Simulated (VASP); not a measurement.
These are vdW-DF-cx, VASP's PBE PAW potentials (set 64) (plane waves; VASP) values and carry that method's errors.

The input files of a VASP run:

File POSCAR:
```
Eu
1
   -2.1672699210     2.1672699210     2.1672699210
    2.1672699210    -2.1672699210     2.1672699210
    2.1672699210     2.1672699210    -2.1672699210
Eu
1
Direct
  0.0000000000   0.0000000000   0.0000000000
```

### KPOINTS
```
Automatic
0
Gamma
12 12 12
```

**INCAR**
```
SYSTEM=Eu
GGA=CX
LMAXMIX=6
NELM=100   # most electronic steps
PREC=Accurate
LUSE_VDW=.TRUE.
LASPH=.TRUE.   # aspherical one-centre terms
SIGMA=0.1   # width (eV)
LREAL=.FALSE.
LWAVE=.FALSE.
ISIF=2
EDIFF=1E-7
ISMEAR=1
AGGAC=0.0
ENCUT=520   # plane-wave cut-off (eV)
ALGO=Normal   # blocked Davidson
LCHARG=.FALSE.
```

POTCAR, in this order: Eu_2 (PBE.64 set). Program: vasp_std.

The resulting files:

**OSZICAR**
```
       N       E                     dE             d eps       ncg     rms          rms(c)
DAV:   1     0.137129048130E+02    0.13713E+02   -0.39282E+03  1168   0.841E+02
DAV:   2     0.702194220977E+00   -0.13011E+02   -0.12864E+02  1656   0.118E+02
DAV:   3     0.503930403186E+00   -0.19826E+00   -0.19147E+00  1552   0.106E+01
DAV:   4     0.502393310260E+00   -0.15371E-02   -0.15372E-02  1816   0.134E+00
DAV:   5     0.502384675527E+00   -0.86347E-05   -0.86346E-05  1616   0.732E-02    0.728E+00
DAV:   6     0.485828184129E+00   -0.16556E-01   -0.16782E-03  1832   0.408E-01    0.435E+00
DAV:   7     0.475805968491E+00   -0.10022E-01   -0.46447E-03  1872   0.638E-01    0.606E-02
DAV:   8     0.475717569276E+00   -0.88399E-04   -0.15488E-04  1856   0.959E-02    0.153E-02
DAV:   9     0.475703886701E+00   -0.13683E-04   -0.14317E-05  1552   0.266E-02    0.645E-03
DAV:  10     0.475703191981E+00   -0.69472E-06   -0.27888E-06  1784   0.123E-02    0.102E-03
DAV:  11     0.475703134318E+00   -0.57663E-07   -0.55192E-08  1136   0.200E-03
   1 F= 0.47570313E+00 E0= 0.47566402E+00  d E =0.117348E-03
```

File OUTCAR:
```
------------------------ aborting loop because EDIFF is reached ----------------------------------------
  FORCE on cell =-STRESS in cart. coord.  units (eV):
  Direction    XX          YY          ZZ          XY          YZ          ZX
  --------------------------------------------------------------------------------------
  Total       -0.0677179     -0.0677179     -0.0677179      0.0000000      0.0000000      0.0000000
  in kB       -2.6644943     -2.6644943     -2.6644943      0.0000000      0.0000000      0.0000000
  external PRESSURE =      -2.6644943 kB  Pullay stress =       0.0000000 kB
  volume of cell :       40.72
      direct lattice vectors                 reciprocal lattice vectors
    -2.167269921  2.167269921  2.167269921     0.000000000  0.230704997  0.230704997
     2.167269921 -2.167269921  2.167269921     0.230704997  0.000000000  0.230704997
     2.167269921  2.167269921 -2.167269921     0.230704997  0.230704997  0.000000000
 POSITION                                       TOTAL-FORCE (eV/Angst)
 -----------------------------------------------------------------------------------
      0.00000      0.00000      0.00000        -0.000000      0.000000      0.000000
 -----------------------------------------------------------------------------------
    total drift:                                0.000000     -0.000000      0.000000
  FREE ENERGIE OF THE ION-ELECTRON SYSTEM (eV)
  ---------------------------------------------------
  free  energy   TOTEN  =         0.4757031343 eV

  energy  without entropy=        0.4755857858  energy(sigma->0) =        0.47566402
```
(Selected blocks of OUTCAR.)

The 4f electrons are frozen in the core of the lanthanide potential, so 4f levels, which can set the real gap, and their magnetism are missing.

The compound is Eu in the bcc structure. This cell is one point of a volume scan, at 1.03 of the reference volume.
